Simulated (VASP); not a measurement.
Method: PBE GGA, VASP's PBE PAW potentials (set 64) (plane waves; VASP).

The input files of a VASP run:

### INCAR
```
SYSTEM = C
PREC = Accurate; ENCUT = 520; LREAL = .FALSE.
LASPH = .TRUE.
EDIFF = 1E-6; NELM = 100; ALGO = Normal
ISMEAR = 0; SIGMA = 0.05
GGA = PE
ISIF = 2
LWAVE = .FALSE.; LCHARG = .FALSE.
```

### POSCAR
```
C
1.0
  0.0000000000   1.7835000000   1.7835000000
  1.7835000000   0.0000000000   1.7835000000
  1.7835000000   1.7835000000   0.0000000000
C
2
direct
  0.0000000000   0.0000000000   0.0000000000
  0.2500000000   0.2500000000   0.2500000000
```

KPOINTS:
```
Automatic
0
gamma
11 11 11
```

POTCAR, in this order: C (PBE.64 set). Program: vasp_std.

What VASP printed:

### OSZICAR
```
       N       E                     dE             d eps       ncg     rms          rms(c)
DAV:   1    -0.279346927569E+01   -0.27935E+01   -0.49806E+03   936   0.983E+02
DAV:   2    -0.187297850647E+02   -0.15936E+02   -0.15578E+02  1432   0.108E+02
DAV:   3    -0.188235528117E+02   -0.93768E-01   -0.93768E-01   912   0.107E+01
DAV:   4    -0.188237065985E+02   -0.15379E-03   -0.15379E-03  1296   0.452E-01
DAV:   5    -0.188237066386E+02   -0.40047E-07   -0.40046E-07   936   0.540E-03    0.556E+00
DAV:   6    -0.183450283476E+02    0.47868E+00   -0.36668E-01   928   0.484E+00    0.334E+00
DAV:   7    -0.181839618752E+02    0.16107E+00   -0.40486E-01  1056   0.519E+00    0.765E-01
DAV:   8    -0.181852405609E+02   -0.12787E-02   -0.18002E-03   936   0.488E-01    0.468E-02
DAV:   9    -0.181852568067E+02   -0.16246E-04   -0.13188E-04  1320   0.102E-01    0.272E-02
DAV:  10    -0.181852693801E+02   -0.12573E-04   -0.13494E-05   904   0.430E-02    0.626E-03
DAV:  11    -0.181852692261E+02    0.15393E-06   -0.37121E-08   640   0.217E-03
   1 F= -.18185269E+02 E0= -.18185269E+02  d E =-.116487E-12
```

### OUTCAR
```
------------------------ aborting loop because EDIFF is reached ----------------------------------------
  FORCE on cell =-STRESS in cart. coord.  units (eV):
  Direction    XX          YY          ZZ          XY          YZ          ZX
  --------------------------------------------------------------------------------------
  Total        0.1673673      0.1673673      0.1673673     -0.0000000      0.0000000      0.0000000
  in kB       23.6337142     23.6337142     23.6337142     -0.0000000      0.0000000      0.0000000
  external PRESSURE =      23.6337142 kB  Pullay stress =       0.0000000 kB
  volume of cell :       11.35
      direct lattice vectors                 reciprocal lattice vectors
     0.000000000  1.783500000  1.783500000    -0.280347631  0.280347631  0.280347631
     1.783500000  0.000000000  1.783500000     0.280347631 -0.280347631  0.280347631
     1.783500000  1.783500000  0.000000000     0.280347631  0.280347631 -0.280347631
 POSITION                                       TOTAL-FORCE (eV/Angst)
 -----------------------------------------------------------------------------------
      0.00000      0.00000      0.00000         0.000000      0.000000      0.000000
      0.89175      0.89175      0.89175        -0.000000     -0.000000     -0.000000
 -----------------------------------------------------------------------------------
    total drift:                                0.000000      0.000000      0.000000
  FREE ENERGIE OF THE ION-ELECTRON SYSTEM (eV)
  ---------------------------------------------------
  free  energy   TOTEN  =       -18.1852692261 eV

  energy  without entropy=      -18.1852692261  energy(sigma->0) =      -18.18526923
```
(Selected blocks of OUTCAR.)

The compound is C in the diamond structure. The cell was not relaxed at this level.
